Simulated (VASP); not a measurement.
Output of a VASP run:

### OSZICAR
```
       N       E                     dE             d eps       ncg     rms          rms(c)
DAV:   1     0.124052608570E+02    0.12405E+02   -0.34702E+03  5516   0.856E+02
DAV:   2    -0.885671768969E+01   -0.21262E+02   -0.19862E+02  5224   0.115E+02
DAV:   3    -0.910230208971E+01   -0.24558E+00   -0.24443E+00  5826   0.168E+01
DAV:   4    -0.910350597957E+01   -0.12039E-02   -0.12038E-02  5772   0.113E+00
DAV:   5    -0.910351856117E+01   -0.12582E-04   -0.12582E-04  5672   0.102E-01    0.102E+01
DAV:   6    -0.822768991619E+01    0.87583E+00   -0.15203E+01  5511   0.598E+01    0.681E+00
DAV:   7    -0.809962203823E+01    0.12807E+00   -0.14231E+00  5499   0.176E+01    0.331E+00
DAV:   8    -0.809603178677E+01    0.35903E-02   -0.12453E-02  6269   0.897E-01    0.131E+00
DAV:   9    -0.808972530896E+01    0.63065E-02   -0.85249E-03  6409   0.640E-01    0.381E-01
DAV:  10    -0.808954188682E+01    0.18342E-03   -0.96149E-04  5388   0.390E-01    0.147E-01
DAV:  11    -0.808958961118E+01   -0.47724E-04   -0.20495E-04  5523   0.162E-01    0.670E-02
DAV:  12    -0.808958741058E+01    0.22006E-05   -0.80344E-06  5484   0.446E-02    0.307E-02
DAV:  13    -0.808958743624E+01   -0.25663E-07   -0.28959E-06  2686   0.203E-02
   1 F= -.80895874E+01 E0= -.80895263E+01  d E =-.183312E-03  mag=     2.3134
```

**OUTCAR**
```
------------------------ aborting loop because EDIFF is reached ----------------------------------------
  FORCE on cell =-STRESS in cart. coord.  units (eV):
  Direction    XX          YY          ZZ          XY          YZ          ZX
  --------------------------------------------------------------------------------------
  Total       -1.2553442     -1.2553442     -1.2553442      0.0000000      0.0000000     -0.0000000
  in kB     -160.3456477   -160.3456477   -160.3456477      0.0000000      0.0000000     -0.0000000
  external PRESSURE =    -160.3456477 kB  Pullay stress =       0.0000000 kB
  volume of cell :       12.54
      direct lattice vectors                 reciprocal lattice vectors
    -1.463700000  1.463700000  1.463700000     0.000000000  0.341600055  0.341600055
     1.463700000 -1.463700000  1.463700000     0.341600055  0.000000000  0.341600055
     1.463700000  1.463700000 -1.463700000     0.341600055  0.341600055  0.000000000
 POSITION                                       TOTAL-FORCE (eV/Angst)
 -----------------------------------------------------------------------------------
      0.00000      0.00000      0.00000         0.000000     -0.000000      0.000000
 -----------------------------------------------------------------------------------
    total drift:                               -0.000000     -0.000000     -0.000000
  FREE ENERGIE OF THE ION-ELECTRON SYSTEM (eV)
  ---------------------------------------------------
  free  energy   TOTEN  =        -8.0895874362 eV

  energy  without entropy=       -8.0894041246  energy(sigma->0) =       -8.08952633

 total charge

# of ion       s       p       d       tot
------------------------------------------
    1        0.446   0.453   6.192   7.091

 magnetization (x)

# of ion       s       p       d       tot
------------------------------------------
    1       -0.014  -0.050   2.388   2.325
```
(Selected blocks of OUTCAR.)

File POSCAR:
```
Fe
1
   -1.4637000000     1.4637000000     1.4637000000
    1.4637000000    -1.4637000000     1.4637000000
    1.4637000000     1.4637000000    -1.4637000000
Fe
1
Direct
  0.0000000000   0.0000000000   0.0000000000
```

Question: Write an INCAR and KPOINTS that could have produced this output.

Answer: One answer among several that fit: the input of the run itself, PW91 GGA, plane waves, VASP's PBE PAW potentials (set 64).

KPOINTS:
```
Regular mesh
0
G
  16 16 16
```

INCAR:
```
ALGO=Normal
EDIFF=1E-6
ENCUT=400
GGA=91
ISIF=2
ISMEAR=1
ISPIN=2
LASPH=.TRUE.
LCHARG=.FALSE.
LMAXMIX=4
LORBIT=10
LREAL=.FALSE.
LWAVE=.FALSE.
MAGMOM=2.5
NELM=100
PREC=Accurate
SIGMA=0.1
SYSTEM=Fe
```

POTCAR, in this order: Fe (PBE.64 set). Program: vasp_std.

The compound is Fe in the bcc structure. The cell was not relaxed at this level. The run is one of a series of settings (GGA = 91 against the base run), some of them coarse on purpose.
